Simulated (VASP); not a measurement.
Energy against volume of LiF (rock salt). Level of theory: vdW-DF-cx, VASP's PBE PAW potentials (set 64) (plane waves; VASP). Settings: 520 eV cut-off, 11×11×11 Γ-centred mesh, Gaussian smearing of 0.050 eV, potentials Li_sv F.

| V (Å³/atom) | E (eV/atom) |
|---|---|
| 7.970 | -3.42365 |
| 8.216 | -3.42644 |
| 8.463 | -3.42582 |
| 8.709 | -3.42233 |

**Question.** Fit these four points and predict the energy of the run at 7.723 Å³/atom.

**Answer.** A cubic in V^(−2/3), the third-order Birch-Murnaghan form, passes through the four points with V0 = 8.29 Å³/atom and B0 = 71 GPa, and gives -3.4168 eV/atom there. The run gave -3.4169 eV/atom, -0.1 meV/atom from the fit; all five points give B0 = 71 GPa.

The compound is LiF in the rock salt structure. It was relaxed first.
